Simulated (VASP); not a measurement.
Data:

```yaml
crystal:
  lattice:
    - [3.59860, 0.00000, 0.00000]
    - [0.00000, 3.59860, 0.00000]
    - [0.00000, 0.00000, 3.59860]
  atoms:
    - { symbol: Al, position: [0.00000, 0.00000, 0.00000] }
    - { symbol: Ni, position: [0.00000, 0.50000, 0.50000], spin: 0.3 }
    - { symbol: Ni, position: [0.50000, 0.00000, 0.50000], spin: 0.3 }
    - { symbol: Ni, position: [0.50000, 0.50000, 0.00000], spin: 0.3 }
```

Method: RPBE GGA, VASP's PBE PAW potentials (set 64) (plane waves; VASP 6.6.1). Numerical set-up: 520 eV cut-off, 10×10×10 Γ-centred mesh, tetrahedra with Blöchl corrections, potentials Al Ni.

Problem. The job: Ni3Al (L1_2), 4 atoms, RPBE, static run, 520 eV, 10×10×10 Γ-centred mesh. Roughly how much core time does it take on a busy server core?

Solution. About 60 core-seconds (one run on a shared machine, a rough figure). It had 56 irreducible k-points, 20 bands, up to 1328 plane waves and 17 electronic steps.

The compound is Ni3Al in the L1_2 structure. It was relaxed first. The spin order is the one that the start imposed; others were not tried in this run.
